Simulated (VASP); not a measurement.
An input for Ansatz (written as the equivalent of a VASP run, and not itself run):

Ansatz 0.2 input:
```yaml
crystal:
  lattice:
    - [0.0000000, 3.0500000, 3.0500000]
    - [3.0500000, 0.0000000, 3.0500000]
    - [3.0500000, 3.0500000, 0.0000000]
  atoms:
    - { symbol: Ga, position: [0.0000000, 0.0000000, 0.0000000] }
    - { symbol: Sb, position: [0.2500000, 0.2500000, 0.2500000] }
kpoints:
  mp_grid: { grid: [7, 7, 7] }
hamiltonian:
  xc: pbe
  pseudopotentials: { kind: paw }
scf:
  occupations: { method: gaussian, width: 0.05 }
  max_iter: 100
relax:
  max_steps: 60
  f_tol: 0.01
  cell: {}
output: { forces: true, stress: true, eigenvalues: true }
```

Problem. Write the VASP files for the same calculation (PBE).

Solution. This is not unique; one that fits is 
### KPOINTS
```
Automatic mesh
0
Gamma
7 7 7
0 0 0
```

POSCAR:
```
GaSb
1
    0.0000000000     3.0500000000     3.0500000000
    3.0500000000     0.0000000000     3.0500000000
    3.0500000000     3.0500000000     0.0000000000
Ga Sb
1 1
Direct
  0.0000000000   0.0000000000   0.0000000000
  0.2500000000   0.2500000000   0.2500000000
```

### INCAR
```
PREC = Accurate
LASPH = T   ! aspherical one-centre terms
ALGO = Normal   ! blocked Davidson
LMAXMIX = 4   ! l cut-off of mixed one-centre charges
SIGMA = 0.05   ! width (eV)
LCHARG = F
EDIFFG = -0.01
NSW = 60
ISMEAR = 0   ! Gaussian
ISIF = 3   ! ions, shape and volume
SYSTEM = GaSb
IBRION = 2   ! conjugate gradients
ENCUT = 350   ! plane-wave cut-off (eV)
GGA = PE   ! PBE
EDIFF = 1E-6   ! SCF stop (eV)
LREAL = F   ! projection in real space or not
NELM = 100   ! most electronic steps
LWAVE = F
```

POTCAR, in this order: Ga_d Sb (PBE.64 set). Program: vasp_std.

What does not carry over: each code has its own PAW files, so the cut-off isn't converted (ENCUT is set for VASP's; basis.ecutwfc is left out, and Ansatz then takes the one that its files recommend); Ansatz stops its SCF on the density residual and VASP on the energy change (EDIFF).

The compound is GaSb in the zinc blende structure. This run relaxes it. Symmetry was kept, so distortions that lower it aren't found.
